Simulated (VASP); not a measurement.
Here is a VASP 6.6.1 calculation.

INCAR

```
SYSTEM = BaOs
PREC = Accurate ; ENCUT = 520
EDIFF = 1E-7 ; ISMEAR = 0
SIGMA = 0.1 ; LREAL = .False.
LASPH = .True. ; NELM = 60
ALGO = Normal ; ISIF = 2
LWAVE = .False. ; LCHARG = .False.
GGA = PE ; NBANDS = 16
```

KPOINTS

```
regular mesh
0
Gamma
  6 6 4
  0 0 0
```

POSCAR

```
BaOs
1.0
    3.1857301080     -0.0000000026      0.0000000000
   -1.5928650517      2.7589232044      0.0000000000
    0.0000000000      0.0000000000      5.2485293911
Ba Os
1 1
Direct
    0.3333333333      0.6666666667      0.5000000000
    0.0000000000      0.0000000000      0.0000000000
```

Potentials or basis: VASP PAW PBE potentials, release 64 (Ba_sv, Os).

The run is started by

```sh
$ cat potpaw_PBE.64/Ba_sv/POTCAR potpaw_PBE.64/Os/POTCAR > POTCAR
$ mpirun -np 1 vasp_std > vasp.out
```

(1) Predict the band gap on the k mesh.

(2) Estimate the pressure.

Results:

(1) none (metal or under the smearing width).

(2) 3.2 GPa.

Caveat: the k mesh is coarse (spacing up to 0.38 Å⁻¹), so the values aren't converged.
